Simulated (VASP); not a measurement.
Here is the system:

```
CELL_PARAMETERS angstrom
     -1.66990     1.66990     1.66990
      1.66990    -1.66990     1.66990
      1.66990     1.66990    -1.66990
ATOMIC_POSITIONS crystal
  Nb 0.00000 0.00000 0.00000
```

Computed with vdW-DF-cx, VASP's PBE PAW potentials (set 64) (plane waves; VASP). Numerical set-up: 520 eV cut-off, 16×16×16 Γ-centred mesh, first-order Methfessel-Paxton smearing of 0.10 eV, potentials Nb_sv.

Problem. Give the stress tensor in GPa (positive for a compressed cell).

Solution. 
```
-9.78   0.00   0.00
 0.00  -9.78   0.00
 0.00   0.00  -9.78
```
The pressure is its mean diagonal, -9.78 GPa.

The compound is Nb in the bcc structure. This cell is one point of a volume scan, at 1.06 of the reference volume.
